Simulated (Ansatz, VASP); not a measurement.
# TiC in two plane-wave programs, part 2 of 2

Wanted: the spread between two codes on one cell, functional and k mesh. The cell is taken from a series of runs on this material, whose earlier steps may have relaxed, scaled, displaced or heated it; both programs get it as it stands.

VASP 6.6.1 and Ansatz 0.2.0.

So far: Set-up; Ansatz: elastic constants, PBEsol.

## (3) VASP: elastic constants, PBEsol

Level of this step: PBEsol; plane waves and PAW (Ti_sv, C) (VASP).

The same cell, functional, mesh and smearing now go to VASP, with its own data sets.

Lines of VASP's logs that name or quote its potential files are left out, and so is its time.

INCAR

```
SYSTEM = TiC
PREC = Accurate
ENCUT = 600
EDIFF = 1E-08
NELM = 120
ISMEAR = 1
SIGMA = 0.25
LREAL = .FALSE.
ALGO = Normal
GGA = PS
NBANDS = 14
LASPH = .TRUE.
LORBIT = 11
LWAVE = .FALSE.
LCHARG = .FALSE.
ISIF = 3
IBRION = 6
NFREE = 2
POTIM = 0.015
NSW = 1
GGA_COMPAT = .FALSE.
KPAR = 2
```

POSCAR

```
TiC
1.0
    0.0000000000      2.1465983626      2.1465983626
    2.1465983626      0.0000000000      2.1465983626
    2.1465983626      2.1465983626      0.0000000000
Ti C
1 1
Direct
    0.5000000000      0.5000000000      0.5000000000
    0.0000000000      0.0000000000      1.0000000000
```

KPOINTS

```
Automatic mesh
0
Gamma
30 30 30
0 0 0
```

The projector-augmented-wave data sets are Ti_sv and C (PBE family, release 64).

Command:

```console
mpirun -np 2 vasp_std
```

Numbers of over 12 decimals in the logs are rounded to 6 here.

The log of the run:

```text
[banner, memory and clock lines left out]
running    2 mpi-ranks, on    1 nodes
 distrk:  each k-point on    1 cores,    2 groups
 distr:  one band on    1 cores,    1 groups

 POSCAR found type information on POSCAR TiC
 POSCAR found :  2 types and       2 ions
|                                                                             |
|               ----> ADVICE to this user running VASP <----                  |
|                                                                             |
|     You enforced a specific xc type in the INCAR file but a different       |
|     [... a line on the potential file left out ...]
|     I HOPE YOU KNOW WHAT YOU ARE DOING!                                     |
|                                                                             |

 LDA part: xc-table for (Slater+PW92), standard interpolation
 POSCAR, INCAR and KPOINTS ok, starting setup
 FFT: planning ... GRIDC
 FFT: planning ... GRID_SOFT
 FFT: planning ... GRID
 WAVECAR not read
 entering main loop
       N       E                     dE             d eps       ncg     rms          rms(c)
DAV:   1     0.131181106378E+03    0.13118E+03   -0.93152E+03 21062   0.157E+03
DAV:   2    -0.131826794696E+02   -0.14436E+03   -0.13578E+03 22250   0.375E+02
DAV:   3    -0.246241547641E+02   -0.11441E+02   -0.11217E+02 33310   0.967E+01
DAV:   4    -0.251459576528E+02   -0.52180E+00   -0.52138E+00 25318   0.158E+01
DAV:   5    -0.251605914894E+02   -0.14634E-01   -0.14633E-01 28910   0.233E+00    0.190E+01
DAV:   6    -0.203575574100E+02    0.48030E+01   -0.12520E+01 30340   0.602E+01    0.664E+00
DAV:   7    -0.198442090608E+02    0.51335E+00   -0.20097E+00 25506   0.212E+01    0.529E+00
DAV:   8    -0.198106342490E+02    0.33575E-01   -0.11283E-01 23828   0.421E+00    0.312E+00
DAV:   9    -0.198059927520E+02    0.46415E-02   -0.10102E-01 25446   0.385E+00    0.804E-01
DAV:  10    -0.198046413819E+02    0.13514E-02   -0.98838E-03 29452   0.137E+00    0.703E-01
DAV:  11    -0.198025209701E+02    0.21204E-02   -0.53443E-03 22514   0.110E+00    0.132E-01
DAV:  12    -0.198025130505E+02    0.79196E-05   -0.34988E-04 24164   0.217E-01    0.411E-02
DAV:  13    -0.198025042059E+02    0.88446E-05   -0.15476E-05 27438   0.337E-02    0.579E-03
DAV:  14    -0.198025036507E+02    0.55519E-06   -0.45800E-07 26904   0.868E-03    0.231E-03
DAV:  15    -0.198025035422E+02    0.10846E-06   -0.10583E-07 33830   0.438E-03    0.894E-04
DAV:  16    -0.198025035351E+02    0.71682E-08   -0.19089E-08 21414   0.213E-03
   1 F= -.19802504E+02 E0= -.19802653E+02  d E =0.449390E-03
[... from here on, the cycles between the ionic steps are left out ...]
   2 F= -.19795515E+02 E0= -.19795671E+02  d E =0.470417E-03
   9 F= -.19800123E+02 E0= -.19800278E+02  d E =0.464912E-03
  10 F= -.19800123E+02 E0= -.19800278E+02  d E =0.464912E-03
  11 F= -.19800123E+02 E0= -.19800278E+02  d E =0.464912E-03
  12 F= -.19800123E+02 E0= -.19800278E+02  d E =0.464911E-03
  13 F= -.19800123E+02 E0= -.19800278E+02  d E =0.464912E-03
  14 F= -.19801339E+02 E0= -.19801490E+02  d E =0.452504E-03
  15 F= -.19801339E+02 E0= -.19801490E+02  d E =0.452505E-03
  16 F= -.19801340E+02 E0= -.19801491E+02  d E =0.452506E-03
 Finite differences progress:
  Degree of freedom:   8/  8
  Displacement:        1/  2
  Total:              15/ 16
 bond charge predicted
       N       E                     dE             d eps       ncg     rms          rms(c)
DAV:   1    -0.198024344308E+02   -0.10942E-02   -0.13446E+00 55830   0.685E+00    0.198E-01
DAV:   2    -0.198017201591E+02    0.71427E-03   -0.82235E-03 65310   0.730E-01    0.999E-02
DAV:   3    -0.198013295125E+02    0.39065E-03   -0.97080E-04 66572   0.258E-01    0.213E-02
DAV:   4    -0.198013405383E+02   -0.11026E-04   -0.12322E-04 62238   0.888E-02    0.176E-02
DAV:   5    -0.198013401947E+02    0.34357E-06   -0.17767E-06 74476   0.199E-02    0.467E-03
DAV:   6    -0.198013402718E+02   -0.77054E-07   -0.66382E-07 72906   0.983E-03    0.273E-03
DAV:   7    -0.198013402818E+02   -0.10002E-07   -0.50763E-08 63432   0.272E-03    0.209E-03
DAV:   8    -0.198013402880E+02   -0.62637E-08   -0.11451E-08 42758   0.198E-03
  17 F= -.19801340E+02 E0= -.19801491E+02  d E =0.452502E-03
 Finite differences progress:
  Degree of freedom:   8/  8
  Displacement:        2/  2
  Total:              16/ 16
```

OUTCAR, selected parts (step 3):

```text
ion  position               nearest neighbor table
   1  0.500  0.500  0.500-   2 2.15   2 2.15   2 2.15   2 2.15   2 2.15   2 2.15
   2  0.000  0.000  0.000-   1 2.15   1 2.15   1 2.15   1 2.15   1 2.15   1 2.15

  LATTYP: Found a face centered cubic cell.
 ALAT       =     4.2931967252

 Subroutine GETGRP returns: Found 48 space group operations
 (whereof 48 operations were pure point group operations)

The static configuration has the point symmetry O_h .

 Found    752 irreducible k-points:

   k-points           NKPTS =    752   k-points in BZ     NKDIM =    752   number of bands    NBANDS=     14

   dimension x,y,z NGX =    24 NGY =   24 NGZ =   24
   dimension x,y,z NGXF=    48 NGYF=   48 NGZF=   48

   ENCUT  =  600.0 eV  44.10 Ry    6.64 a.u.   6.06  6.06  6.06*2*pi/ulx,y,z

   NELECT =      16.0000    total number of electrons

 k-points in reciprocal lattice and weights: Automatic mesh
   0.00000000  0.00000000  0.00000000       0.000
   0.03333333  0.00000000  0.00000000       0.000
   0.06666667  0.00000000  0.00000000       0.000
   0.10000000  0.00000000  0.00000000       0.000
   0.13333333  0.00000000  0.00000000       0.000
   0.16666667  0.00000000  0.00000000       0.000
   0.20000000  0.00000000  0.00000000       0.000
   0.23333333  0.00000000  0.00000000       0.000
   0.26666667  0.00000000  0.00000000       0.000
[...]
-0.26666667  0.46666667  0.23333333       0.001
  -0.26666667  0.50000000  0.23333333       0.000

 average (electrostatic) potential at core
       1 -70.5643       2 -44.2886

 E-fermi :   9.6174

 k-point     1 :       0.0000    0.0000    0.0000
  band No.  band energies     occupation
      1     -46.6367      2.00000
      2     -22.7492      2.00000
      3     -22.7492      2.00000
      4     -22.7491      2.00000
      5      -2.8738      2.00000
      6      10.2800     -0.00115
      7      10.2800     -0.00115
      8      10.2885     -0.00098
      9      11.2401     -0.00000
     10      11.3643     -0.00000
    ...

 k-point     2 :       0.0333    0.0000    0.0000
  band No.  band energies     occupation
      1     -46.6358      2.00000
      2     -22.7556      2.00000
      3     -22.7498      2.00000
      4     -22.7497      2.00000
      5      -2.8474      2.00000
      6      10.1317     -0.01323
      7      10.2489     -0.00206
      8      10.2605     -0.00167
      9      10.8939     -0.00000
     10      10.9105     -0.00000
    ...

 k-point     3 :       0.0667    0.0000    0.0000
  band No.  band energies     occupation
      1     -46.6331      2.00000
      2     -22.7744      2.00000
      3     -22.7515      2.00000
      4     -22.7515      2.00000
      5      -2.7690      2.00000
      6       9.7800      0.11729
      7      10.0469     -0.03553
      8      10.0598     -0.03124
      9      10.6502     -0.00000
     10      10.6584     -0.00000
    ...

  Total        0.0296333      0.0211479      0.0211479     -0.0000000     -0.0000000     -0.0000000
  in kB        2.3999847      1.7127559      1.7127559     -0.0000000     -0.0000000     -0.0000000
  external PRESSURE =       1.9418322 kB  Pullay stress =       0.0000000 kB

  energy-cutoff  :      600.00
  volume of cell :       19.78
      direct lattice vectors                 reciprocal lattice vectors
     0.000000000  2.146598363  2.146598363    -0.232926666  0.232926666  0.232926666
     2.146598363  0.000000000  2.146598363     0.232926666 -0.232926666  0.232926666
     2.146598363  2.146598363  0.000000000     0.232926666  0.232926666 -0.232926666

 POSITION                                       TOTAL-FORCE (eV/Angst)
 -----------------------------------------------------------------------------------
      2.14660      2.14660      2.14660        -0.155045      0.000000      0.000000
     -0.01500      0.00000      0.00000         0.155045      0.000000      0.000000
 -----------------------------------------------------------------------------------
    total drift:                                0.000003      0.000000      0.000000

  FREE ENERGIE OF THE ION-ELECTRON SYSTEM (eV)
  ---------------------------------------------------
  free  energy   TOTEN  =       -19.8013402880 eV

  energy  without entropy=      -19.8017927904  energy(sigma->0) =      -19.80149112

  SYMMETRIZED ELASTIC MODULI (kBar)
 Direction    XX          YY          ZZ          XY          YZ          ZX
 --------------------------------------------------------------------------------
 XX        5554.4017   1215.4881   1215.4881     -0.0000      0.0000     -0.0000
 YY        1215.4881   5554.4017   1215.4881     -0.0000     -0.0000     -0.0000
 ZZ        1215.4881   1215.4881   5554.4017      0.0000      0.0000      0.0000
 XY          -0.0000     -0.0000      0.0000   1718.8306      0.0000      0.0000
 YZ           0.0000     -0.0000      0.0000      0.0000   1718.8306      0.0000
 ZX          -0.0000     -0.0000      0.0000      0.0000      0.0000   1718.8306
 --------------------------------------------------------------------------------

 Eigenvectors and eigenvalues of the dynamical matrix
 ----------------------------------------------------

   1 f  =   16.220045 THz   101.913548 2PiTHz  541.042460 cm-1    67.080685 meV
             X         Y         Z           dx          dy          dz
      2.146598  2.146598  2.146598     0.447901   -0.000000   -0.000000
      0.000000  0.000000  0.000000    -0.894083    0.000000   -0.000000

   2 f  =   16.220045 THz   101.913548 2PiTHz  541.042460 cm-1    67.080685 meV
             X         Y         Z           dx          dy          dz
      2.146598  2.146598  2.146598    -0.000000   -0.447901   -0.000000
      0.000000  0.000000  0.000000     0.000000    0.894083   -0.000000

   3 f  =   16.220045 THz   101.913548 2PiTHz  541.042460 cm-1    67.080685 meV
             X         Y         Z           dx          dy          dz
      2.146598  2.146598  2.146598     0.000000    0.000000   -0.447901
      0.000000  0.000000  0.000000     0.000000    0.000000    0.894083

   4 f/i=    0.001375 THz     0.008640 2PiTHz    0.045869 cm-1     0.005687 meV
             X         Y         Z           dx          dy          dz
      2.146598  2.146598  2.146598    -0.885048   -0.125805   -0.015738
      0.000000  0.000000  0.000000    -0.443375   -0.063023   -0.007884

   5 f/i=    0.001375 THz     0.008640 2PiTHz    0.045869 cm-1     0.005687 meV
             X         Y         Z           dx          dy          dz
      2.146598  2.146598  2.146598    -0.057427    0.496725   -0.741182
      0.000000  0.000000  0.000000    -0.028769    0.248840   -0.371304

   6 f/i=    0.001375 THz     0.008640 2PiTHz    0.045869 cm-1     0.005687 meV
             X         Y         Z           dx          dy          dz
      2.146598  2.146598  2.146598    -0.113034    0.732681    0.499786
      0.000000  0.000000  0.000000    -0.056625    0.367045    0.250373

 ELASTIC MODULI CONTR FROM IONIC RELAXATION (kBar)
 Direction    XX          YY          ZZ          XY          YZ          ZX
 --------------------------------------------------------------------------------
 XX           0.0000      0.0000      0.0000      0.0000      0.0000      0.0000
 YY           0.0000      0.0000      0.0000      0.0000      0.0000      0.0000
 ZZ           0.0000      0.0000      0.0000      0.0000      0.0000      0.0000
 XY           0.0000      0.0000      0.0000      0.0000      0.0000      0.0000
 YZ           0.0000      0.0000      0.0000      0.0000      0.0000      0.0000
 ZX           0.0000      0.0000      0.0000      0.0000      0.0000      0.0000
 --------------------------------------------------------------------------------

 TOTAL ELASTIC MODULI (kBar)
 Direction    XX          YY          ZZ          XY          YZ          ZX
 --------------------------------------------------------------------------------
 XX        5554.4017   1215.4881   1215.4881     -0.0000      0.0000     -0.0000
 YY        1215.4881   5554.4017   1215.4881     -0.0000     -0.0000     -0.0000
 ZZ        1215.4881   1215.4881   5554.4017      0.0000      0.0000      0.0000
 XY          -0.0000     -0.0000      0.0000   1718.8306      0.0000      0.0000
 YZ           0.0000     -0.0000      0.0000      0.0000   1718.8306      0.0000
 ZX          -0.0000     -0.0000      0.0000      0.0000      0.0000   1718.8306
 --------------------------------------------------------------------------------

 total charge
# of ion       s       p       d       tot
------------------------------------------
    1        2.207   6.264   1.996  10.466
    2        0.891   1.507   0.000   2.398
--------------------------------------------------
tot          3.098   7.770   1.996  12.864

[... 3 further parts left out ...]
```

CONTCAR:

```
TiC
   1.00000000000000
     0.0000000000000000    2.1465983625999998    2.1465983625999998
     2.1465983625999998    0.0000000000000000    2.1465983625999998
     2.1465983625999998    2.1465983625999998    0.0000000000000000
  Ti              C
     1     1
Direct
     0.5000000000000000    0.5000000000000000    0.5000000000000000
     0.0034938999911077   -0.0034938999911077   -0.0034938999911077
```

Levels, forces or a CONTCAR printed for this step are those of its last displaced cell, not of the structure at rest.

## (4) Differences

Known differences besides the potentials themselves: the cutoff is 420 eV in Ansatz and 600 eV in VASP; Ansatz makes its cores anew for this functional, VASP keeps those of its PBE data sets; VASP takes each elastic constant from one size of strain, Ansatz from those that its log lists. Total energies have different zeros and are not compared.

The two programs side by side:

```tsv
quantity	Ansatz	VASP	difference
C11 (GPa)	556.1	555.4	+0.12 %
C22 (GPa)	556.1	555.4	+0.12 %
C33 (GPa)	556.1	555.4	+0.12 %
C12 (GPa)	123.5	121.5	+1.57 %
C13 (GPa)	123.5	121.5	+1.57 %
C23 (GPa)	123.5	121.5	+1.57 %
C44 (GPa)	172.7	171.9	+0.49 %
C55 (GPa)	172.7	171.9	+0.49 %
C66 (GPa)	172.7	171.9	+0.49 %
```

## (5) Results

- difference in C12 (elastic constants, PBEsol): 1.6 %

The difference in C12 is 1.6 % (elastic constants, PBEsol), within the 5 % picked in this series as the mark of a large difference. Such differences can come from data sets, numerical settings and the points named under the comparisons, not from the functional's error against experiment.

[Lines on the potential files, build, host, timing and source positions are cut from VASP's logs without a mark.]

[Logs are printed without paths, hosts, clocks, repeated set-up lines and the standing remarks that a program may print on its own settings, such as how far it seeks lower states.]

[Hosts, paths, dates, database ids (printed as entryN), source tags and the programs' standing remarks are cut or masked in the printed files.]
